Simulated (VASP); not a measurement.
Level of theory: PBEsol GGA, VASP's PBE PAW potentials (set 64) (plane waves; VASP).

VASP ran on this input.

File POSCAR:
```
BP
1
   -0.0000000000     2.1234805362     2.1234805362
    2.1234805362    -0.0000000000     2.1234805362
    2.1234805362     2.1234805362    -0.0000000000
B P
1 1
Direct
  0.0000000000   1.0000000000   1.0000000000
  0.2500000000   0.2500000000   0.2500000000
```

INCAR:
```
EDIFF = 1E-6   ! SCF stop (eV)
NSW = 40
GGA = PS
ISIF = 3
ISMEAR = 0
LASPH = .TRUE.
PREC = Accurate
LREAL = .FALSE.
IBRION = 2
NELM = 100
SYSTEM = BP
ENCUT = 620
LWAVE = .FALSE.
PSTRESS = 450   ! kbar
SIGMA = 0.05
ALGO = Normal   ! blocked Davidson
LCHARG = .FALSE.
EDIFFG = -0.02   ! ionic stop
```

KPOINTS:
```
Automatic mesh
0
Gamma
11 11 11
0 0 0
```

POTCAR, in this order: B P (PBE.64 set). Program: vasp_std.

What VASP printed:

OUTCAR:
```
 ion  position               nearest neighbor table
   1  0.000  0.000  0.000-   2 1.84   2 1.84   2 1.84   2 1.84
   2  0.250  0.250  0.250-   1 1.84   1 1.84   1 1.84   1 1.84
  LATTYP: Found a face centered cubic cell.
 ALAT       =     4.2469610724
 Subroutine PRICEL returns:
 Original cell was already a primitive cell.
 Subroutine GETGRP returns: Found 24 space group operations
The static configuration has the point symmetry T_d .
The dynamic configuration has the point symmetry T_d .
 Subroutine INISYM returns: Found 24 space group operations
 Subroutine IBZKPT returns following result:
 Found     56 irreducible k-points:

 Following reciprocal coordinates:
            Coordinates               Weight
  0.000000  0.000000  0.000000      1.000000
  0.090909  0.000000  0.000000      8.000000
  0.181818  0.000000  0.000000      8.000000
  0.272727  0.000000  0.000000      8.000000
  0.363636  0.000000  0.000000      8.000000
  0.454545  0.000000  0.000000      8.000000
  0.090909  0.090909  0.000000      6.000000
  0.181818  0.090909  0.000000     24.000000
  0.272727  0.090909  0.000000     24.000000
...
```

**OSZICAR**
```
       N       E                     dE             d eps       ncg     rms          rms(c)
DAV:   1     0.118281476341E+02    0.11828E+02   -0.47189E+03   904   0.106E+03
DAV:   2    -0.141222217328E+02   -0.25950E+02   -0.25069E+02  1352   0.127E+02
DAV:   3    -0.143963217556E+02   -0.27410E+00   -0.27410E+00  1072   0.163E+01
DAV:   4    -0.143968492563E+02   -0.52750E-03   -0.52750E-03  1440   0.721E-01
DAV:   5    -0.143968495726E+02   -0.31633E-06   -0.31633E-06  1064   0.108E-02    0.935E+00
DAV:   6    -0.133827562169E+02    0.10141E+01   -0.22426E+00  1080   0.896E+00    0.498E+00
DAV:   7    -0.132059855854E+02    0.17677E+00   -0.55514E-01  1368   0.462E+00    0.145E+00
DAV:   8    -0.131951763193E+02    0.10809E-01   -0.33403E-02   976   0.137E+00    0.256E-01
DAV:   9    -0.131952944967E+02   -0.11818E-03   -0.48212E-04  1344   0.222E-01    0.152E-01
DAV:  10    -0.131953303266E+02   -0.35830E-04   -0.99048E-05   968   0.747E-02    0.211E-02
DAV:  11    -0.131953336754E+02   -0.33488E-05   -0.34081E-06  1368   0.172E-02    0.306E-02
DAV:  12    -0.131953339514E+02   -0.27605E-06   -0.91777E-07   592   0.654E-03
   1 F= -.78166407E+01 E0= -.78166407E+01  d E =-.781664E+01
```

### OUTCAR
```
------------------------ aborting loop because EDIFF is reached ----------------------------------------
  FORCE on cell =-STRESS in cart. coord.  units (eV):
  Direction    XX          YY          ZZ          XY          YZ          ZX
  --------------------------------------------------------------------------------------
  Total        5.3729387      5.3729387      5.3729387     -0.0000000      0.0000000     -0.0000000
  in kB      449.5185530    449.5185530    449.5185530     -0.0000000      0.0000000     -0.0000000
  external PRESSURE =      -0.4814470 kB  Pullay stress =     450.0000000 kB
  volume of cell :       19.15
      direct lattice vectors                 reciprocal lattice vectors
     0.000000000  2.123480536  2.123480536    -0.235462483  0.235462483  0.235462483
     2.123480536  0.000000000  2.123480536     0.235462483 -0.235462483  0.235462483
     2.123480536  2.123480536  0.000000000     0.235462483  0.235462483 -0.235462483
  FREE ENERGIE OF THE ION-ELECTRON SYSTEM (eV)
  ---------------------------------------------------
  free  energy   TOTEN  =       -13.1953339514 eV

  energy  without entropy=      -13.1953339514  energy(sigma->0) =      -13.19533395
  enthalpy is  TOTEN    =        -7.8166406526 eV   P V=        5.3786932988

 reached required accuracy - stopping structural energy minimisation
```
(Selected blocks of OUTCAR.)

The structure was generated: BP was put into the zinc blende type (F-43m), which need not be its known phase. It was relaxed first under an external pressure of 45 GPa.
